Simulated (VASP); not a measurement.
Input:

```xyz
2
Lattice="0.0000 1.9962 1.9962 1.9962 0.0000 1.9962 1.9962 1.9962 0.0000" Properties=species:S:1:pos:R:3 pbc="T T T"
Li     0.0000     0.0000     0.0000
F      1.9962     1.9962     1.9962
```

Level of theory: LDA (Ceperley-Alder, Perdew-Zunger), VASP's LDA PAW potentials (set 64) (plane waves; VASP 6.6.1). Settings: 400 eV cut-off, 14×14×14 Γ-centred mesh, Gaussian smearing of 0.010 eV, potentials Li_sv F.

At this cut-off the stress carries a Pulay error, which pulls relaxed volumes low.

Task: Give the stress tensor in GPa (positive for a compressed cell).

Result: 
```
-17.75    0.00    0.00
  0.00  -17.75    0.00
  0.00    0.00  -17.75
```
The pressure is its mean diagonal, -17.75 GPa.

The structure comes from a computed database's LiF entry; how it stands against other phases isn't given here. The cell was not relaxed at this level.
